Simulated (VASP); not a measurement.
```yaml
crystal:
  lattice:
    - [3.00896, 0.00000, 0.00000]
    - [-1.50448, 2.60584, 0.00000]
    - [0.00000, 0.00000, 7.34581]
  atoms:
    - { symbol: Mg, position: [0.00000, 0.00000, 0.00000] }
    - { symbol: Zn, position: [0.33333, 0.66667, 0.66871] }
    - { symbol: Zn, position: [0.66667, 0.33333, 0.33129] }
    - { symbol: O, position: [0.33333, 0.66667, 0.16041] }
    - { symbol: O, position: [0.66667, 0.33333, 0.83959] }
    - { symbol: O, position: [0.00000, 0.00000, 0.50000] }
```

All values below come from r2SCAN meta-GGA with spin-orbit coupling, VASP's PBE PAW potentials (set 64) (plane waves; VASP). Settings: 520 eV cut-off, 8×8×3 Γ-centred mesh, Gaussian smearing of 0.050 eV, potentials Mg Zn O.

Task: Estimate the energy per atom (σ→0), band gap (over mesh and band path) with the smallest direct gap where there is one.

Result: 
- band gap (over mesh and band path): 2.58 eV
- smallest direct gap (over mesh and band path): 2.58 eV
- energy per atom (σ→0): -8.679 eV/atom

Total energies compare only between runs with the same potentials, cut-off and functional.

The structure comes from a computed database's MgZn2O3 entry (P-3m1); how it stands against other phases isn't given here. It was relaxed first.
